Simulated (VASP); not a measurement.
An input for Ansatz (written as the equivalent of a VASP run, and not itself run):

Ansatz 0.2 input:
```yaml
crystal:
  lattice:
    - [2.2750000, -3.9404160, 0.0000000]
    - [2.2750000, 3.9404160, 0.0000000]
    - [0.0000000, 0.0000000, 7.3900000]
  atoms:
    - { symbol: Mg, position: [0.6666670, 0.3333330, 0.5000000] }
    - { symbol: Mg, position: [0.3333330, 0.6666670, 0.0000000] }
    - { symbol: Te, position: [0.6666670, 0.3333330, 0.8760000] }
    - { symbol: Te, position: [0.3333330, 0.6666670, 0.3760000] }
kpoints:
  mp_grid: { grid: [6, 6, 4] }
hamiltonian:
  xc: pbe
  pseudopotentials: { kind: paw }
scf:
  occupations: { method: gaussian, width: 0.05 }
  max_iter: 100
output: { forces: true, stress: true, eigenvalues: true }
```

Q: Write the VASP files for the same calculation (PBE).

A: Several could match; the one computed here: 
File POSCAR:
```
MgTe
4.550
  0.5000000000  -0.8660254945   0.0000000000
  0.5000000000   0.8660254945   0.0000000000
  0.0000000000   0.0000000000   1.6241758242
Mg Te
2 2
Cart
  0.5000000000  -0.2886757422   0.8120879121
  0.5000000000   0.2886757422   0.0000000000
  0.5000000000  -0.2886757422   1.4227780220
  0.5000000000   0.2886757422   0.6106901099
```

### INCAR
```
SYSTEM = MgTe
PREC = Accurate
ENCUT = 500
EDIFF = 1E-6
NELM = 100
ALGO = Normal
LREAL = .FALSE.
LASPH = .TRUE.
ISMEAR = 0
SIGMA = 0.05
GGA = PE
LMAXMIX = 4
LWAVE = .FALSE.
LCHARG = .FALSE.
ISIF = 2
```

File KPOINTS:
```
Automatic mesh
0
Gamma
6 6 4
0 0 0
```

POTCAR, in this order: Mg Te (PBE.64 set). Program: vasp_std.

What does not carry over: each code has its own PAW files, so the cut-off isn't converted (ENCUT is set for VASP's; basis.ecutwfc is left out, and Ansatz then takes the one that its files recommend); Ansatz stops its SCF on the density residual and VASP on the energy change (EDIFF).

The compound is MgTe in the wurtzite structure. The cell was not relaxed at this level. The run is one of a series of settings (ENCUT = 500 against the base run), some of them coarse on purpose.
